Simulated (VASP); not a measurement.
OSZICAR of a VASP run on Si (diamond):

**OSZICAR**
```
       N       E                     dE             d eps       ncg     rms          rms(c)
DAV:   1    -0.135262162657E+02   -0.13526E+02   -0.43646E-01   264   0.507E+00    0.354E+00
DAV:   2    -0.135305099913E+02   -0.42937E-02   -0.10108E-02   328   0.827E-01    0.234E+00
DAV:   3    -0.135301635007E+02    0.34649E-03   -0.53156E-04   320   0.159E-01    0.138E+00
DAV:   4    -0.135299747045E+02    0.18880E-03   -0.41494E-05   336   0.531E-02    0.794E-01
DAV:   5    -0.135299055337E+02    0.69171E-04   -0.15418E-05   320   0.315E-02    0.456E-01
DAV:   6    -0.135298819382E+02    0.23596E-04   -0.67617E-06   352   0.199E-02    0.261E-01
DAV:   7    -0.135298741424E+02    0.77958E-05   -0.25528E-06   264   0.120E-02    0.150E-01
DAV:   8    -0.135298716663E+02    0.24761E-05   -0.96835E-07   216   0.743E-03    0.856E-02
DAV:   9    -0.135298709336E+02    0.73275E-06   -0.36233E-07   200   0.464E-03
   1 F= -.13529871E+02 E0= -.13529871E+02  d E =-.778250E-12
```

**Question.** Which electronic solver shows in the log?

**Answer.** It is blocked Davidson (ALGO = Normal, or the opening steps of other solvers). The INCAR had ALGO = Normal.

**Question.** Can the final energy be trusted as converged?

**Answer.** Self-consistency was reached. It stopped with EDIFF = 1E-6, NELM = 60 (PBE0 hybrid, plane waves, VASP's PBE PAW potentials (set 64)).

The compound is Si in the diamond structure. This cell is one point of a volume scan, at 0.94 of the reference volume. The cell's shape comes from a PBE relaxation.
